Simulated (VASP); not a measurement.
Data:

```
CELL_PARAMETERS angstrom
      3.76095     0.00000     0.00000
     -1.88048     3.25708     0.00000
      0.00000     0.00000    23.15930
ATOMIC_POSITIONS crystal
  La 0.32580 0.66800 0.30142
  La 0.66717 0.33553 0.43401
  La 0.32556 0.66391 0.56612
  La 0.68147 0.33257 0.69845
```

All values below come from PBE GGA, VASP's PBE PAW potentials (set 64) (plane waves; VASP). Run with 300 eV cut-off, 7×7×1 Γ-centred mesh, first-order Methfessel-Paxton smearing of 0.050 eV, potentials La.

The cell holds a wide vacuum, so values per volume refer to the whole cell.

Problem. What does the run give for the energy per atom (σ→0), largest force, band gap (on the k-mesh) with the smallest direct gap where there is one?

Solution. 
```json
{
  "band gap (on the k-mesh)": "none (metal, semimetal or under 0.01 eV)",
  "energy per atom (σ→0)": "-4.570 eV/atom",
  "largest_force": "0.397 eV/Å"
}
```

Total energies compare only between runs with the same potentials, cut-off and functional.

The cell is a sheet with vacuum, built from a generated structure.
